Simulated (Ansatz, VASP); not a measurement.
# Cross-check of CoCu2SnSe2S2 (Cu2CoSnS2Se2, stannite) between VASP and Ansatz, part 2 of 2

Aim: how closely do two programs agree when they are given the same cell, functional and k mesh? The cell is invented: As first built, before any earlier steps moved the atoms (in the runner's words): 1x2x1 conventional cells of the CoCu2SnS4 type (32 atoms: 8 S, 4 Co, 8 Cu, 8 Se, 4 Sn); S/Se share their sites, the best of 600 random draws by like-pair counts in two shells; start lattice by linear mixing of the end members' cells; atoms moved at random by 0.02 A. Start moments point up or down at random, in equal numbers. It may not be a known or stable phase. Of the first pair: The structure shown is the start of the Ansatz relaxation below; VASP solves that cell, so the two are compared at the walk's first step.

VASP 6.6.1 and Ansatz 0.2.0.

So far: Set-up; Ansatz: relaxation, PBE with D3(BJ).

## (3) VASP: single point, PBE with D3(BJ), start cell, pair 1

Level of this step: PBE with D3(BJ), spin-polarised from an antiferromagnetic start; plane waves and PAW (S, Co, Cu, Se, Sn_d); invented cell (VASP).

The same cell, functional, mesh and smearing now go to VASP, with its own data sets.

Lines of VASP's logs that name or quote its potential files are left out, and so is its time.

Input file INCAR:

```
SYSTEM = CoCu2SnSe2S2
PREC = Accurate
ENCUT = 520
EDIFF = 1E-06
NELM = 200
ISMEAR = -1
SIGMA = 0.03
LREAL = Auto
ALGO = Normal
GGA = PE
IVDW = 12
NBANDS = 160
ISPIN = 2
MAGMOM = -0.05 0.05 -0.05 -0.05 -0.05 -0.05 -0.04 -0.05 -1.85 1.82 1.84 -1.86 0.04 -0.05 -0.04 0.04 -0.04 0.04 0.03 -0.05 0.04 0.04 0.05 0.04 0.04 0.04 -0.04 0.04 0 0 0 0
LASPH = .TRUE.
LMAXMIX = 4
LORBIT = 11
LWAVE = .FALSE.
LCHARG = .FALSE.
ISIF = 2
ISYM = 0
GGA_COMPAT = .FALSE.
KPAR = 4
```

Input file POSCAR:

```
CoCu2SnSe2S2
1.0
    5.5634400000      0.0068400000     -0.0040700000
    0.0136700000     11.1169100000     -0.0061000000
   -0.0081300000     -0.0060900000     11.0094500000
S Co Cu Se Sn
8 4 8 8 4
Direct
    0.2310415503      0.1130072731      0.1267665218
    0.2691594376      0.3688166736      0.3682786389
    0.7673308276      0.1082633719      0.8707231917
    0.7312620344      0.6372614533      0.3743932287
    0.2682014915      0.8635343161      0.3723763802
    0.7330592298      0.8624538420      0.6298629377
    0.2344657598      0.8859994010      0.8668878892
    0.2684169006      0.6410569813      0.6254084359
    0.0119815447      0.0018956686      0.9944057449
    0.4882818923      0.2550768949      0.4937161508
    0.9983524826      0.4994078434      0.0001280429
    0.5025274456      0.7524131297      0.5002189035
    0.0327426632      0.2465611771      0.2499795436
    0.4684874269      0.9980315795      0.2515107236
    0.5168034789      0.9896058527      0.7543737413
    0.9826827803      0.2376633381      0.7559096290
    0.9947586385      0.7512884833      0.2644665744
    0.5058713211      0.5029777324      0.2657378035
    0.4826421793      0.5100077387      0.7407886317
    0.0169437243      0.7587095921      0.7425527242
    0.7311170819      0.1341034369      0.3639867275
    0.7724847517      0.3834654667      0.1370897867
    0.7268244842      0.3652432865      0.6318922525
    0.2280789457      0.3823099886      0.8646626646
    0.2740857489      0.1306639933      0.6329392094
    0.2296221222      0.6161930386      0.1368091357
    0.7713639623      0.8888565897      0.1337997335
    0.7726070345      0.6188921877      0.8626243593
    0.5044515067      0.2426259941      0.0002936692
    0.9966853768      0.9927427209      0.5006255753
    0.4951077338      0.7543635523      0.9980713574
    0.0057272208      0.5040696873      0.4986078446
```

Input file KPOINTS:

```
Points of the shifted mesh
12
Reciprocal
 0.0000000000  0.2500000000  0.2500000000 1
 0.0000000000  0.2500000000  0.7500000000 1
 0.0000000000  0.7500000000  0.2500000000 1
 0.0000000000  0.7500000000  0.7500000000 1
 0.3333333333  0.2500000000  0.2500000000 1
 0.3333333333  0.2500000000  0.7500000000 1
 0.3333333333  0.7500000000  0.2500000000 1
 0.3333333333  0.7500000000  0.7500000000 1
 0.6666666667  0.2500000000  0.2500000000 1
 0.6666666667  0.2500000000  0.7500000000 1
 0.6666666667  0.7500000000  0.2500000000 1
 0.6666666667  0.7500000000  0.7500000000 1
```

Potentials, in the order of the species: S, Co, Cu, Se and Sn_d (PBE family, release 64).

Launch:

```sh
$ mpirun -np 4 vasp_std
```

Numbers of over 12 decimals in the logs are rounded to 6 here.

Output:

```text
[banner, memory and clock lines left out]
running    4 mpi-ranks, on    1 nodes
[...]
LDA part: xc-table for (Slater+PW92), standard interpolation
 POSCAR, INCAR and KPOINTS ok, starting setup
[...]
entering main loop
       N       E                     dE             d eps       ncg     rms          rms(c)
DAV:   1     0.338235995917E+04    0.33824E+04   -0.11100E+05  7680   0.207E+03
DAV:   2     0.639661460132E+03   -0.27427E+04   -0.26718E+04  7680   0.595E+02
DAV:   3    -0.408532736768E+02   -0.68051E+03   -0.64189E+03  8552   0.276E+02
DAV:   4    -0.149672168560E+03   -0.10882E+03   -0.10327E+03 11232   0.110E+02
[...]
DAV:  24    -0.143309831713E+03   -0.65984E-05   -0.47200E-05 12552   0.650E-02    0.250E-02
DAV:  25    -0.143309834885E+03   -0.31714E-05   -0.13392E-05 10040   0.391E-02    0.171E-02
DAV:  26    -0.143309835195E+03   -0.31090E-06   -0.42044E-06  6344   0.376E-02
   1 F= -.15433674E+03 E0= -.15433461E+03  d E =-.427133E-02  mag=    -0.0006
```

OUTCAR, selected parts (step 3):

```text
 Edisp (eV)  -11.02691

  Total     -11.56273   -11.61108   -11.64707     0.07439    -0.00249     0.08095
  in kB     -27.20690   -27.32065   -27.40534     0.17503    -0.00586     0.19048
  external pressure =      -27.31 kB  Pullay stress =        0.00 kB

 POSITION                                       TOTAL-FORCE (eV/Angst)
 -----------------------------------------------------------------------------------
      1.28590      1.25710      1.39400         0.010452      0.012486     -0.027011
      1.49950      4.09970      4.05120        -0.007273      0.011418      0.036409
      4.26340      1.20350      9.58240        -0.012831      0.004868      0.031597
      4.07400      7.08710      4.11500         0.004296     -0.006339      0.033650
      1.50090      9.59940      4.09330        -0.012436      0.014817      0.030672
      4.08500      9.58900      6.92620         0.012081      0.009876     -0.031694
      1.30950      9.84590      9.53760         0.013607     -0.012217      0.023641
      1.49700      7.12460      6.88040        -0.014076     -0.013883     -0.035343
      0.05860      0.01510     10.94780        -0.010173     -0.009052      0.000447
      2.71600      2.83600      5.43200        -0.000403     -0.001204     -0.002268
      5.56110      5.55870     -0.00570        -0.001114      0.006953      0.005336
      2.80200      8.36490      5.50050         0.005517     -0.004225     -0.000716
      0.18350      2.73970      2.75050         0.004683     -0.004740     -0.000415
      2.61800     11.09670      2.76100        -0.001693     -0.001528     -0.004921
[...]
-----------------------------------------------------------------------------------
    total drift:                               -0.007692      0.025930     -0.032819

  FREE ENERGIE OF THE ION-ELECTRON SYSTEM (eV)
  ---------------------------------------------------
  free  energy   TOTEN  =      -154.3367445534 eV

  energy  without entropy=     -154.3324732257  energy(sigma->0) =     -154.33460889

 magnetization (x)
# of ion       s       p       d       tot
------------------------------------------
    1       -0.004  -0.045   0.000  -0.050
    2        0.004   0.045   0.000   0.050
    3       -0.004  -0.042   0.000  -0.046
    4       -0.004  -0.044   0.000  -0.048
    5       -0.004  -0.040   0.000  -0.045
    6       -0.004  -0.043   0.000  -0.047
    7       -0.004  -0.039   0.000  -0.043
    8       -0.005  -0.046   0.000  -0.051
    9       -0.012  -0.048  -1.922  -1.981
   10        0.012   0.047   1.894   1.954
   11        0.012   0.048   1.886   1.947
   12       -0.011  -0.047  -1.935  -1.994
   13        0.001   0.002   0.031   0.035
[...]
--------------------------------------------------
tot          0.007   0.031  -0.095  -0.057

[... 3 further parts left out ...]
[key lines of the parts left out:]
E-fermi :   4.8932
```

The run ends at a pressure of -2.73 GPa, with forces up to 0.040 eV/Å.

## (4) Comparison

Known differences besides the potentials themselves: VASP starts from the moments at which Ansatz ended; the data sets hold 452 valence electrons in Ansatz (on its default PAW (the set named soft_2) files) and 276 in VASP; the cutoff is 420 eV in Ansatz and 520 eV in VASP (PREC = Accurate, projectors in real space). Total energies have different zeros and are not compared.

At this near-relaxed geometry the largest component of a force difference is 33 meV/Å. Moments aren't recorded for both runs of this pair, so they may hold unlike magnetic states.

## (5) Ansatz: relaxation, PBE with D3(BJ)

This run makes the geometry at which the two programs are then compared. The cell compared in this pair holds 652.34 Å³, against 680.91 Å³ for the pair before.

The structure compared here is the end of the Ansatz relaxation.

Input file input.yaml:

```yaml
crystal:
  lattice:
    - [5.56344, 0.00684, -0.00407]
    - [0.01367, 11.11691, -0.0061]
    - [-0.00813, -0.00609, 11.00945]
  atoms:
    - { symbol: S, position: [0.23105, 0.11301, 0.12677] }
    - { symbol: S, position: [0.26916, 0.36882, 0.36828] }
    - { symbol: S, position: [0.76733, 0.10826, 0.87072] }
    - { symbol: S, position: [0.73126, 0.63726, 0.37439] }
    - { symbol: S, position: [0.26821, 0.86353, 0.37238] }
    - { symbol: S, position: [0.73306, 0.86245, 0.62986] }
    - { symbol: S, position: [0.23447, 0.886, 0.86689] }
    - { symbol: S, position: [0.26842, 0.64106, 0.62541] }
    - { symbol: Co, position: [0.01198, 0.0019, 0.99441], spin: -3.0 }
    - { symbol: Co, position: [0.48829, 0.25508, 0.49372], spin: 3.0 }
    - { symbol: Co, position: [0.99835, 0.49941, 0.00013], spin: 3.0 }
    - { symbol: Co, position: [0.50253, 0.75241, 0.50022], spin: -3.0 }
    - { symbol: Cu, position: [0.03274, 0.24656, 0.24998] }
    - { symbol: Cu, position: [0.46849, 0.99803, 0.25151] }
    - { symbol: Cu, position: [0.5168, 0.98961, 0.75437] }
    - { symbol: Cu, position: [0.98268, 0.23766, 0.75591] }
    - { symbol: Cu, position: [0.99475, 0.75129, 0.26447] }
    - { symbol: Cu, position: [0.50588, 0.50298, 0.26574] }
    - { symbol: Cu, position: [0.48265, 0.51001, 0.74079] }
    - { symbol: Cu, position: [0.01694, 0.75871, 0.74255] }
    - { symbol: Se, position: [0.73111, 0.1341, 0.36399] }
    - { symbol: Se, position: [0.77249, 0.38347, 0.13709] }
    - { symbol: Se, position: [0.72683, 0.36524, 0.63189] }
    - { symbol: Se, position: [0.22808, 0.38231, 0.86466] }
    - { symbol: Se, position: [0.27408, 0.13066, 0.63294] }
    - { symbol: Se, position: [0.22962, 0.61619, 0.13681] }
    - { symbol: Se, position: [0.77137, 0.88886, 0.1338] }
    - { symbol: Se, position: [0.77261, 0.61889, 0.86262] }
    - { symbol: Sn, position: [0.50445, 0.24263, 0.00029] }
    - { symbol: Sn, position: [0.99668, 0.99274, 0.50063] }
    - { symbol: Sn, position: [0.4951, 0.75436, 0.99807] }
    - { symbol: Sn, position: [0.00573, 0.50407, 0.49861] }
magnetization:
  spin_polarized: true
kpoints:
  mp_grid: { grid: [3, 2, 2], shift: [0.0, 0.5, 0.5] }
hamiltonian:
  xc: pbe
  dispersion: d3bj
scf:
  occupations: { method: fermi_dirac, width: 0.03 }
output:
  forces: true
  stress: true
relax:
  f_tol: 0.02
  max_steps: 25
  cell: { stress_tol: 0.1 }
```

Launch:

```sh
$ ansatz run input.yaml --threads 8 --pin off --max-ram 15360MiB --backend cpu --events-out ev --progress --plain --runs-dir out
```

Output:

```text
[...]
Crystal: 32 atoms, lattice volume = 680.914 Å³
Basis set: ecut = 420 eV, 13341 PW (Γ), exchange–correlation on 80×150×150 points (8 copies of the dense FFT grid, shifted against one another)
Bands: 279, of which v1, the nominal top of the filled ones, is band 226 counted from 1 (225 counted from 0)
Symmetry: 1 space group operations
[...]
- { symbol: Se, position: [0.229062, 0.615815, 0.137323] }
    - { symbol: Se, position: [0.772910, 0.889302, 0.134636] }
    - { symbol: Se, position: [0.773343, 0.618701, 0.861760] }
    - { symbol: Sn, position: [0.504913, 0.243066, 0.000178277] }
    - { symbol: Sn, position: [0.996252, 0.993003, 0.500781] }
    - { symbol: Sn, position: [0.495386, 0.754371, 0.998379] }
    - { symbol: Sn, position: [0.00542802, 0.503792, 0.498849] }
[key lines of the parts left out:]
SCF converged after 11 iterations
Magnetization: -0.0005 μB (225.9998 up, 226.0002 down)
Free energy (F): -148592.126253 eV
Fermi energy:    9.429728 eV
P = ⅓ Tr σ = -0.0002 GPa (-0.002 kbar)
```

## (6) VASP: single point, PBE with D3(BJ), relaxed cell, pair 2

The same cell, functional, mesh and smearing now go to VASP, with its own data sets.

INCAR: that of step 3 with these lines changed.

```diff
@@ -2,3 +2,3 @@
 PREC = Accurate
-ENCUT = 520
+ENCUT = 600
 EDIFF = 1E-06
```

Input file POSCAR:

```
CoCu2SnSe2S2
1.0
    5.4918980000      0.0089600000     -0.0032900000
    0.0179110000     10.9699680000     -0.0062350000
   -0.0066170000     -0.0062480000     10.8280310000
S Co Cu Se Sn
8 4 8 8 4
Direct
    0.2299400000      0.1128500000      0.1262000000
    0.2691500000      0.3687700000      0.3678900000
    0.7670900000      0.1071900000      0.8707900000
    0.7302000000      0.6376300000      0.3745200000
    0.2693900000      0.8636700000      0.3718700000
    0.7320000000      0.8619100000      0.6301600000
    0.2335400000      0.8860300000      0.8662900000
    0.2684600000      0.6418600000      0.6248300000
    0.0119600000      0.0011400000      0.9942700000
    0.4879100000      0.2553400000      0.4937800000
    0.9981200000      0.4995000000      0.0000300000
    0.5025200000      0.7530300000      0.4998800000
    0.0334300000      0.2461000000      0.2502100000
    0.4681100000      0.9984500000      0.2511000000
    0.5166500000      0.9891700000      0.7544100000
    0.9830900000      0.2368700000      0.7565800000
    0.9950900000      0.7511000000      0.2651800000
    0.5062900000      0.5030900000      0.2660100000
    0.4822600000      0.5104900000      0.7401600000
    0.0168400000      0.7587900000      0.7424500000
    0.7301600000      0.1347600000      0.3634500000
    0.7731100000      0.3837100000      0.1378600000
    0.7268800000      0.3645800000      0.6326900000
    0.2279100000      0.3826700000      0.8638600000
    0.2758100000      0.1308000000      0.6335100000
    0.2290600000      0.6158200000      0.1373200000
    0.7729100000      0.8893000000      0.1346400000
    0.7733400000      0.6187000000      0.8617600000
    0.5049100000      0.2430700000      0.0001800000
    0.9962500000      0.9930000000      0.5007800000
    0.4953900000      0.7543700000      0.9983800000
    0.0054300000      0.5037900000      0.4988500000
```

KPOINTS is that of step 3.

Launch:

```sh
$ mpirun -np 4 vasp_std
```

Output:

```text
[... set-up lines as in an earlier step ...]
 entering main loop
       N       E                     dE             d eps       ncg     rms          rms(c)
DAV:   1     0.361562314207E+04    0.36156E+04   -0.12123E+05  7728   0.233E+03
DAV:   2     0.729667267232E+03   -0.28860E+04   -0.28099E+04  7680   0.660E+02
DAV:   3    -0.204357965768E+02   -0.75010E+03   -0.71005E+03  8176   0.299E+02
DAV:   4    -0.147240265065E+03   -0.12680E+03   -0.12003E+03 11256   0.119E+02
[...]
DAV:  24    -0.143039488552E+03   -0.29900E-05   -0.59523E-06  7248   0.249E-02    0.638E-03
DAV:  25    -0.143039489908E+03   -0.13561E-05   -0.28938E-06  5496   0.212E-02    0.377E-03
DAV:  26    -0.143039490123E+03   -0.21430E-06   -0.13712E-06  4416   0.169E-02
   1 F= -.15458851E+03 E0= -.15458642E+03  d E =-.416973E-02  mag=    -0.0012
```

Parts of OUTCAR (step 6):

```text
 Edisp (eV)  -11.54902

  Total       0.41218     0.42482     0.51430     0.04143    -0.00113     0.01654
  in kB       1.01233     1.04338     1.26313     0.10176    -0.00278     0.04063
  external pressure =        1.11 kB  Pullay stress =        0.00 kB

 POSITION                                       TOTAL-FORCE (eV/Angst)
 -----------------------------------------------------------------------------------
      1.26399      1.23923      1.36504         0.014609      0.013322     -0.035542
      1.48232      4.04551      3.98034        -0.015347      0.012829      0.031207
      4.20894      1.17730      9.42575        -0.017900      0.014875      0.035740
      4.01913      6.99898      4.04894         0.016641     -0.014482      0.032463
      1.49247      9.47452      4.02035        -0.012800      0.010833      0.032642
      4.03134      9.45775      6.81561         0.013733      0.012629     -0.033097
      1.29272      9.71640      9.37392         0.014136     -0.014022      0.035455
      1.48172      7.03969      6.76079        -0.015866     -0.014386     -0.035187
      0.05912      0.00640     10.76594        -0.000599      0.000978     -0.001180
      2.68086      2.80236      5.34347        -0.000918      0.000133     -0.000936
      5.49052      5.48844     -0.00607        -0.002507     -0.000619      0.000060
      2.76997      8.26209      5.40637        -0.000886     -0.000200      0.000745
      0.18635      2.69845      2.70764         0.003042     -0.002036      0.001027
      2.58703     10.95559      2.71115        -0.002337      0.000644      0.000160
[...]
-----------------------------------------------------------------------------------
    total drift:                                0.007137      0.005940      0.001521

  FREE ENERGIE OF THE ION-ELECTRON SYSTEM (eV)
  ---------------------------------------------------
  free  energy   TOTEN  =      -154.5885084792 eV

  energy  without entropy=     -154.5843387509  energy(sigma->0) =     -154.58642362

 magnetization (x)
# of ion       s       p       d       tot
------------------------------------------
    1       -0.005  -0.046   0.000  -0.051
    2        0.004   0.046   0.000   0.050
    3       -0.005  -0.042   0.000  -0.047
    4       -0.005  -0.045   0.000  -0.049
    5       -0.004  -0.041   0.000  -0.046
    6       -0.004  -0.043   0.000  -0.048
    7       -0.004  -0.040   0.000  -0.044
    8       -0.005  -0.047   0.000  -0.051
    9       -0.011  -0.051  -1.845  -1.907
   10        0.012   0.051   1.823   1.885
   11        0.012   0.052   1.819   1.883
   12       -0.010  -0.051  -1.856  -1.917
   13        0.000   0.003   0.033   0.036
[...]
--------------------------------------------------
tot          0.007   0.024  -0.081  -0.051

[... 1 part as in an earlier step ...]

[... 2 further parts left out ...]
[key lines of the parts left out:]
E-fermi :   5.3602
```

The run ends at a pressure of 0.11 GPa, with forces up to 0.043 eV/Å.

## (7) Comparison

What differs besides the data sets and the points named for the pairs above, as far as they apply: the data sets hold 452 valence electrons in Ansatz (on its default PAW (the set named soft_2) files) and 276 in VASP; the cutoff is 420 eV in Ansatz and 600 eV in VASP (PREC = Accurate, projectors in real space); Ansatz's pressure holds a Pulay correction, VASP's none; site moments are counted in spheres of each program's own size. Total energies have different zeros and are not compared.

The two programs side by side:

```tsv
quantity	Ansatz	VASP	difference
pressure (GPa)	0.00	0.11	-0.11
moment on Co12 (μB)	-1.86	-1.92	+0.06
moment on Co9 (μB)	-1.85	-1.91	+0.06
moment on Co10 (μB)	1.82	1.89	-0.06
moment on Co11 (μB)	1.84	1.88	-0.04
moment on Se23 (μB)	0.05	0.06	-0.01
moment on Se22 (μB)	0.04	0.06	-0.01
moment on Se25 (μB)	0.04	0.05	-0.01
moment on Se27 (μB)	-0.04	-0.05	+0.01
```

At this near-relaxed geometry the largest component of a force difference is 36 meV/Å.

## (8) Outcome

* r.m.s. force difference (single point, PBE with D3(BJ), start cell, pair 1): 13 meV/Å
* r.m.s. force difference (single point, PBE with D3(BJ), relaxed cell, pair 2): 13 meV/Å

The r.m.s. force difference is 13 meV/Å (single point, PBE with D3(BJ), relaxed cell, pair 2), beyond the 12 meV/Å picked in this series as the mark of a large difference. The data sets hold unlike numbers of valence electrons (452 in Ansatz and 276 in VASP), so part of the differences comes from the potentials. What causes the difference of the single point, PBE with D3(BJ), start cell, pair 1 pair stays open here. What causes the difference of the single point, PBE with D3(BJ), relaxed cell, pair 2 pair stays open here. How closely two codes agree says nothing of how well the functional describes the real material.

[Lines on the potential files, build, host, timing and source positions are cut from VASP's logs without a mark.]

[Logs are printed without paths, hosts, clocks, repeated set-up lines and the standing remarks that a program may print on its own settings, such as how far it seeks lower states.]

[Hosts, paths, dates, database ids (printed as entryN), source tags and the programs' standing remarks are cut or masked in the printed files.]
